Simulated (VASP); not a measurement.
Input:

```xyz
2
Lattice="0.0000 2.6853 2.6853 2.6853 0.0000 2.6853 2.6853 2.6853 0.0000" Properties=species:S:1:pos:R:3 pbc="T T T"
Al     0.0000     0.0000     0.0000
As     1.3426     1.3426     1.3426
```

Method: PBE GGA, VASP's PBE PAW potentials (set 64) (plane waves; VASP). Run with 500 eV cut-off, 9×9×9 Γ-centred mesh, Gaussian smearing of 0.050 eV, potentials Al As.

**Question.** What does the run give for the energy per atom (σ→0), pressure?

**Answer.** 
```
Quantity                       Result
---------------------  --------------
energy per atom (σ→0)  -4.474 eV/atom
pressure                    19.96 GPa
```

The compound is AlAs in the zinc blende structure. It was relaxed first under an external pressure of 20 GPa.
